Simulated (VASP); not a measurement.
Level of theory: PBEsol GGA, VASP's PBE PAW potentials (set 64) (plane waves; VASP).

VASP input:

File POSCAR:
```
Mn
1.0
 -2.1554466386   2.1554466386   1.1739058819
  2.1554466386  -2.1554466386   1.1739058819
  2.1554466386   2.1554466386  -1.1739058819
Mn
2
Cartesian
  0.0000000000   2.1554466386   0.5869529409
  0.0000000000   0.0000000000   0.0000000000
```

**INCAR**
```
NELM  =  100
ISMEAR  =  1   # Methfessel-Paxton
GGA  =  PS   # PBEsol
EDIFF  =  1E-6   # SCF stop (eV)
LWAVE  =  .FALSE.
SYSTEM  =  Mn
ISIF  =  3   # ions, shape and volume
ALGO  =  Normal
ENCUT  =  400   # plane-wave cut-off (eV)
LASPH  =  .TRUE.   # aspherical one-centre terms
SIGMA  =  0.1   # width (eV)
LREAL  =  .FALSE.   # projection in real space or not
LMAXMIX  =  4
NSW  =  60
EDIFFG  =  -0.01   # ionic stop
LCHARG  =  .FALSE.
PREC  =  Accurate
IBRION  =  2   # conjugate gradients
```

### KPOINTS
```
Regular mesh
0
G
16 16 16
0 0 0
```

POTCAR, in this order: Mn_pv (PBE.64 set). Program: vasp_std.

Output

**OSZICAR**
```
       N       E                     dE             d eps       ncg     rms          rms(c)
DAV:   1     0.210107984961E+03    0.21011E+03   -0.14020E+04 12450   0.180E+03
DAV:   2    -0.119883984061E+02   -0.22210E+03   -0.21938E+03 12006   0.467E+02
DAV:   3    -0.206842649304E+02   -0.86959E+01   -0.84801E+01 13278   0.107E+02
DAV:   4    -0.208547794810E+02   -0.17051E+00   -0.16898E+00 13357   0.141E+01
DAV:   5    -0.208576739292E+02   -0.28944E-02   -0.28898E-02 13075   0.193E+00    0.185E+01
DAV:   6    -0.181691271235E+02    0.26885E+01   -0.20061E+01 12390   0.535E+01    0.202E+00
DAV:   7    -0.181105507779E+02    0.58576E-01   -0.41244E-01 12266   0.850E+00    0.121E+00
DAV:   8    -0.180928171094E+02    0.17734E-01   -0.11309E-02 12959   0.139E+00    0.185E-01
DAV:   9    -0.180926836293E+02    0.13348E-03   -0.19282E-03 12707   0.447E-01    0.463E-02
DAV:  10    -0.180926859709E+02   -0.23416E-05   -0.19292E-04 12340   0.171E-01    0.211E-02
DAV:  11    -0.180926761510E+02    0.98199E-05   -0.38982E-05 12374   0.784E-02    0.102E-03
DAV:  12    -0.180926760881E+02    0.62927E-07   -0.41813E-07  6112   0.917E-03
   1 F= -.18092676E+02 E0= -.18092691E+02  d E =-.180927E+02
       N       E                     dE             d eps       ncg     rms          rms(c)
DAV:   1    -0.186331941379E+02   -0.54052E+00   -0.10498E+01 12168   0.457E+01    0.608E+00
DAV:   2    -0.181313658158E+02    0.50183E+00   -0.37824E+00 12313   0.232E+01    0.134E+00
DAV:   3    -0.181014709809E+02    0.29895E-01   -0.12607E-01 12440   0.435E+00    0.645E-01
DAV:   4    -0.180949380134E+02    0.65330E-02   -0.13923E-02 13198   0.101E+00    0.203E-01
DAV:   5    -0.180948429482E+02    0.95065E-04   -0.22966E-03 12376   0.579E-01    0.681E-02
DAV:   6    -0.180948271596E+02    0.15789E-04   -0.37339E-04 12082   0.239E-01    0.195E-02
DAV:   7    -0.180948281258E+02   -0.96626E-06   -0.81086E-06 12532   0.364E-02
   2 F= -.18094828E+02 E0= -.18094968E+02  d E =-.215204E-02
       N       E                     dE             d eps       ncg     rms          rms(c)
DAV:   1    -0.182015476092E+02   -0.10672E+00   -0.20014E+00 12084   0.194E+01    0.276E+00
DAV:   2    -0.181048296956E+02    0.96718E-01   -0.68947E-01 12228   0.101E+01    0.617E-01
DAV:   3    -0.180998104903E+02    0.50192E-02   -0.18808E-02 12608   0.172E+00    0.291E-01
DAV:   4    -0.180985048826E+02    0.13056E-02   -0.25769E-03 13347   0.429E-01    0.810E-02
DAV:   5    -0.180984794420E+02    0.25441E-04   -0.42509E-04 12345   0.253E-01    0.310E-02
DAV:   6    -0.180984698671E+02    0.95748E-05   -0.12048E-04 12152   0.133E-01    0.114E-02
DAV:   7    -0.180984673258E+02    0.25414E-05   -0.69036E-06 12184   0.334E-02    0.143E-03
DAV:   8    -0.180984672652E+02    0.60577E-07   -0.11024E-07  5952   0.431E-03
   3 F= -.18098467E+02 E0= -.18098545E+02  d E =-.579118E-02
       N       E                     dE             d eps       ncg     rms          rms(c)
DAV:   1    -0.181739360396E+02   -0.75469E-01   -0.18423E+00 11886   0.141E+01    0.203E+00
DAV:   2    -0.181125029357E+02    0.61433E-01   -0.18179E-01 12023   0.528E+00    0.742E-01
DAV:   3    -0.181025555590E+02    0.99474E-02   -0.20992E-02 13049   0.128E+00    0.194E-01
DAV:   4    -0.181017980738E+02    0.75749E-03   -0.21434E-03 12350   0.430E-01    0.731E-02
DAV:   5    -0.181017063833E+02    0.91690E-04   -0.20807E-04 12807   0.218E-01    0.200E-02
DAV:   6    -0.181017081290E+02   -0.17457E-05   -0.13243E-05 12879   0.422E-02    0.730E-03
DAV:   7    -0.181017074692E+02    0.65978E-06   -0.13507E-06  6153   0.146E-02
   4 F= -.18101707E+02 E0= -.18101942E+02  d E =-.324020E-02
       N       E                     dE             d eps       ncg     rms          rms(c)
DAV:   1    -0.181018240877E+02   -0.11596E-03   -0.27517E-03 11886   0.549E-01    0.797E-02
DAV:   2    -0.181017300831E+02    0.94005E-04   -0.29147E-04 12010   0.215E-01    0.274E-02
DAV:   3    -0.181017164526E+02    0.13630E-04   -0.29351E-05 12983   0.476E-02    0.772E-03
DAV:   4    -0.181017153010E+02    0.11516E-05   -0.30299E-06  9494   0.165E-02    0.290E-03
DAV:   5    -0.181017151189E+02    0.18210E-06   -0.33491E-07  5938   0.893E-03
   5 F= -.18101715E+02 E0= -.18101955E+02  d E =-.324785E-02
```

File OUTCAR:
```
------------------------ aborting loop because EDIFF is reached ----------------------------------------
  FORCE on cell =-STRESS in cart. coord.  units (eV):
  Direction    XX          YY          ZZ          XY          YZ          ZX
  --------------------------------------------------------------------------------------
  Total       -0.0111411     -0.0111411     -0.0139988      0.0000000     -0.0000000      0.0000000
  in kB       -0.8094296     -0.8094296     -1.0170530      0.0000000     -0.0000000      0.0000000
  external PRESSURE =      -0.8786374 kB  Pullay stress =       0.0000000 kB
  volume of cell :       22.05
      direct lattice vectors                 reciprocal lattice vectors
    -2.182530750  2.182530750  1.157384243     0.000000000  0.229091847  0.432008646
     2.182530750 -2.182530750  1.157384243     0.229091847  0.000000000  0.432008646
     2.182530750  2.182530750 -1.157384243     0.229091847  0.229091847  0.000000000
 POSITION                                       TOTAL-FORCE (eV/Angst)
 -----------------------------------------------------------------------------------
      0.00000      2.18253      0.57869         0.000000     -0.000000     -0.000000
      0.00000     -0.00000      0.00000        -0.000000      0.000000      0.000000
 -----------------------------------------------------------------------------------
    total drift:                                0.000000      0.000000      0.000000
  FREE ENERGIE OF THE ION-ELECTRON SYSTEM (eV)
  ---------------------------------------------------
  free  energy   TOTEN  =       -18.1017151189 eV

  energy  without entropy=      -18.1024354161  energy(sigma->0) =      -18.10195522

 reached required accuracy - stopping structural energy minimisation
```
(Selected blocks of OUTCAR.)

File CONTCAR:
```
Mn
   1.00000000000000
    -2.1825307503597573    2.1825307503597573    1.1573842429294847
     2.1825307503597573   -2.1825307503597573    1.1573842429294847
     2.1825307503597573    2.1825307503597573   -1.1573842429294847
  Mn
     2
Direct
     0.7500000000000000    0.2500000000000000    0.5000000000000000
     0.0000000000000000    0.0000000000000000    0.0000000000000000
```

The structure was generated: Mn was put into the beta-Sn type (I4_1/amd), which need not be its known phase. This run relaxes it. Symmetry was kept, so distortions that lower it aren't found. The start is the result of an earlier pass. The run is not spin-polarised, so no magnetic state was tried.
